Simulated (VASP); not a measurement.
GW runs with VASP on Si (diamond), on PBE orbitals with a Kohn-Sham gap of 0.69 eV on the mesh.

```
Si
1.0
    0.00000     2.71550     2.71550
    2.71550     0.00000     2.71550
    2.71550     2.71550     0.00000
Si
2
Cartesian
  0.00000   0.00000   0.00000
  1.35775   1.35775   1.35775
```

Run with PREC = Normal, 350 eV cut-off, 4×4×4 Γ-centred mesh, Gaussian smearing of 0.010 eV, potentials Si_GW.

The mesh is coarse and the basis finite, so the quasiparticle values are not converged.

```
run                  level  NBANDS  ENCUTGW (eV)  QP gap (eV)  smallest direct QP gap (eV)
-----  -------------------  ------  ------------  -----------  ---------------------------
run 1  G0W0@PBE, 1 step(s)     100           150         1.14                         3.15
run 2  G0W0@PBE, 1 step(s)     240           250         1.21                         3.19
run 3  G0W0@PBE, 1 step(s)     320           300   (withheld)                   (withheld)
```

Q: Some entries are withheld; supply them.

A: 
- run 3, QP gap (eV): 1.24
- run 3, smallest direct QP gap (eV): 3.22

Left out are failed runs and those that VASP or the mesh makes unfit.

The compound is Si in the diamond structure. The cell was not relaxed at this level.
